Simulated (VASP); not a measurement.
VASP ran on this input.

**INCAR**
```
# general
SYSTEM   =  HfO2
PREC     =  Accurate
ENCUT    =  600
LREAL    =  .FALSE.
LASPH    =  .TRUE.

# electronic loop
EDIFF    =  1E-7
NELM     =  100
ALGO     =  Normal
LMAXMIX  =  6

# smearing
ISMEAR   =  0
SIGMA    =  0.05

# functional
GGA      =  PS

# ions
IBRION   =  2
NSW      =  40
ISIF     =  3
EDIFFG   =  -0.01
PSTRESS  =  300

# output
LWAVE    =  .FALSE.
LCHARG   =  .FALSE.
```

File KPOINTS:
```
Automatic mesh
0
Gamma
8 8 8
0 0 0
```

### POSCAR
```
HfO2
1
   -0.0000000000     2.4342952041     2.4342952041
    2.4342952041     0.0000000000     2.4342952041
    2.4342952041     2.4342952041     0.0000000000
Hf O
1 2
Direct
  0.0000000000   0.0000000000   0.0000000000
  0.2500000000   0.2500000000   0.2500000000
  0.7500000000   0.7500000000   0.7500000000
```

POTCAR, in this order: Hf_pv O (PBE.64 set). Program: vasp_std.

Write an equivalent input for Ansatz.

One equivalent input (not run):
Ansatz 0.2 input:
```yaml
crystal:
  lattice:
    - [0.0000000, 2.4342952, 2.4342952]
    - [2.4342952, 0.0000000, 2.4342952]
    - [2.4342952, 2.4342952, 0.0000000]
  atoms:
    - { symbol: Hf, position: [0.0000000, 0.0000000, 0.0000000] }
    - { symbol: O, position: [0.2500000, 0.2500000, 0.2500000] }
    - { symbol: O, position: [0.7500000, 0.7500000, 0.7500000] }
kpoints:
  mp_grid: { grid: [8, 8, 8] }
hamiltonian:
  xc: pbesol
  pseudopotentials: { kind: paw }
scf:
  occupations: { method: gaussian, width: 0.05 }
  max_iter: 100
relax:
  max_steps: 40
  f_tol: 0.01
  cell: { p_target: 30 }
output: { forces: true, stress: true, eigenvalues: true }
```
Limits of the translation: each code has its own PAW files, so the cut-off isn't converted (ENCUT is set for VASP's; basis.ecutwfc is left out, and Ansatz then takes the one that its files recommend); Ansatz stops its SCF on the density residual and VASP on the energy change (EDIFF).

The compound is HfO2 in the fluorite structure, the high-temperature cubic form, which is unstable at 0 K; the monoclinic form is the stable one. This run relaxes it under an external pressure of 30 GPa. Symmetry was kept, so distortions that lower it aren't found.
